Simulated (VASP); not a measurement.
An input for Quantum ESPRESSO's pw.x (written as the equivalent of a VASP run, and not itself run):

```
&CONTROL
  calculation = 'scf'
  pseudo_dir = './pseudo'
  outdir = './out'
  tprnfor = .true.
  tstress = .true.
/
&SYSTEM
  ibrav = 0
  nat = 4
  ntyp = 3
  ecutwfc = 98
  occupations = 'tetrahedra'
  input_dft = 'pbe'
  nspin = 2
  starting_magnetization(1) = 0.17
  starting_magnetization(2) = -0.17
/
&ELECTRONS
  conv_thr = 7.3e-09
  electron_maxstep = 100
/
ATOMIC_SPECIES
  Ni1 58.693 Ni.upf
  Ni2 58.693 Ni.upf
  O 15.999 O.upf
CELL_PARAMETERS angstrom
     4.1835331    2.0909254    2.0909254
     2.0909254    4.1835331    2.0909254
     2.0909254    2.0909254    4.1835331
ATOMIC_POSITIONS crystal
  Ni1  0.0000000  0.0000000  1.0000000
  Ni2  0.5000000  0.5000000  0.5000000
  O    0.2500000  0.2500000  0.2500000
  O    0.7500000  0.7500000  0.7500000
K_POINTS automatic
  10 10 10 0 0 0
HUBBARD {ortho-atomic}
U Ni1-3d 6.2
U Ni2-3d 6.2
```

Question: Translate this input to VASP (INCAR, KPOINTS, POSCAR, choice of POTCAR).

Answer: One answer among several that fit: 
**POSCAR**
```
NiO
1
    4.1835330848     2.0909254052     2.0909254052
    2.0909254052     4.1835330848     2.0909254052
    2.0909254052     2.0909254052     4.1835330848
Ni O
2 2
Direct
  0.0000000000   0.0000000000   1.0000000000
  0.5000000000   0.5000000000   0.5000000000
  0.2500000000   0.2500000000   0.2500000000
  0.7500000000   0.7500000000   0.7500000000
```

KPOINTS:
```
Automatic mesh
0
Gamma
10 10 10
0 0 0
```

INCAR:
```
ALGO = Normal
EDIFF = 1E-7
ENCUT = 520
GGA = PE
ISIF = 2
ISMEAR = -5
ISPIN = 2
LASPH = .True.
LCHARG = .True.
LDAU = .True.
LDAUJ = 0 0
LDAUL = 2 -1
LDAUPRINT = 1
LDAUTYPE = 2
LDAUU = 6.2 0
LMAXMIX = 4
LORBIT = 11
LREAL = .False.
LWAVE = .False.
MAGMOM = 1.7 -1.7 2*0.0
NEDOS = 601
NELM = 100
PREC = Accurate
SYSTEM = NiO
```

POTCAR, in this order: Ni O (PBE.64 set). Program: vasp_std.

Limits of the translation: the potentials are each code's own (VASP's PAW set, PseudoDojo norm-conserving files in pw.x), so ENCUT and ecutwfc are chosen apart and not converted; conv_thr bounds pw.x's estimated SCF error, while EDIFF bounds the energy change between steps; starting_magnetization is a fraction of the valence charge and MAGMOM a moment in μB, so they match only roughly; the +U projectors differ (PAW spheres against orthogonalised atomic orbitals), so the same U acts differently.

The compound is NiO in the rock salt, AFM-II order structure. It was relaxed first.
